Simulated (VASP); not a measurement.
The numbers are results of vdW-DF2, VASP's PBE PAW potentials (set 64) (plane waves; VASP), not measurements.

The input files of a VASP run:

File POSCAR:
```
PtAl2
1
    0.0000000000     3.0899876590     3.0899876590
    3.0899876590     0.0000000000     3.0899876590
    3.0899876590     3.0899876590     0.0000000000
Al Pt
2 1
Direct
  0.2500000000   0.2500000000   0.2500000000
  0.7500000000   0.7500000000   0.7500000000
  0.0000000000   0.0000000000   0.0000000000
```

**INCAR**
```
SYSTEM = PtAl2
PREC = Accurate; ENCUT = 520; LREAL = F
LASPH = T
EDIFF = 1E-7; NELM = 100; ALGO = Normal
LMAXMIX = 6
ISMEAR = 1; SIGMA = 0.1
GGA = ML; LUSE_VDW = T; AGGAC = 0.0
ZAB_VDW = -1.8867
ISIF = 2
LWAVE = F; LCHARG = F
```

KPOINTS:
```
Automatic mesh
0
Gamma
9 9 9
0 0 0
```

POTCAR, in this order: Al Pt (PBE.64 set). Program: vasp_std.

Problem. What will the output report for the number of irreducible k-points (NKPTS), largest plane-wave count, number of space-group operations, FFT grid (NGX, NGY, NGZ)?

Solution. 
The number of irreducible k-points (NKPTS) is 35, the largest plane-wave count is 1639 and the number of space-group operations comes out as 48. The FFT grid (NGX, NGY, NGZ) comes out as 36 × 36 × 36.

The compound is PtAl2 in the fluorite structure. This cell is one point of a volume scan, at 1.06 of the reference volume.
